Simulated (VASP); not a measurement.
A cell of KI (rock salt) near equilibrium:

```
CELL_PARAMETERS angstrom
      0.00000     3.59309     3.59309
      3.59309     0.00000     3.59309
      3.59309     3.59309     0.00000
ATOMIC_POSITIONS crystal
  K  0.00000 0.00000 0.00000
  I  0.50000 0.50000 0.50000
```

Calculation: PBE GGA, VASP's PBE PAW potentials (set 64) (plane waves; VASP).

Unless said otherwise, spin-orbit coupling is left out, though it shifts the bands of the heavy elements here.

```tsv
run	ΔE (meV/atom)	σxx	σyy	σzz	largest shear component, with its sign (GPa)	gap (eV)
as it is	0.0	0.00	0.00	0.00	0.00	3.85
after one change	6.3	0.75	0.75	0.75	0.00	3.99
```
Stress is in GPa, positive when the cell is compressed; gaps are those on the k-mesh, and 0.00 means metallic.

Problem. What was changed between the two runs?
(A) isotropic strain of -4.0 %
(B) isotropic strain of -2.0 %
(C) uniaxial strain of +1.5 % along y
(D) shear strain γ_xy = +4.0 %

Solution. B, isotropic strain of -2.0 %

The compound is KI in the rock salt structure.
